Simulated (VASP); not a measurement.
Data:

```xyz
2
Lattice="0.0000 1.8139 1.8139 1.8139 0.0000 1.8139 1.8139 1.8139 0.0000" Properties=species:S:1:pos:R:3 pbc="T T T"
C      0.0000     0.0000     0.0000
C      0.9069     0.9069     0.9069
```

Level of theory: PBEsol GGA, VASP's PBE PAW potentials (set 64) (plane waves; VASP). Run with 600 eV cut-off, 12×12×12 Γ-centred mesh, Gaussian smearing of 0.050 eV, potentials C.

Q: Predict the energy per atom (σ→0), pressure.

A: 
```json
{
 "energy per atom (σ→0)": "-9.600 eV/atom",
 "pressure": "-24.56 GPa"
}
```

The absolute energy has meaning only against runs of the same code, potentials and settings.

The compound is C in the diamond structure. This cell was strained or had an atom moved on purpose.
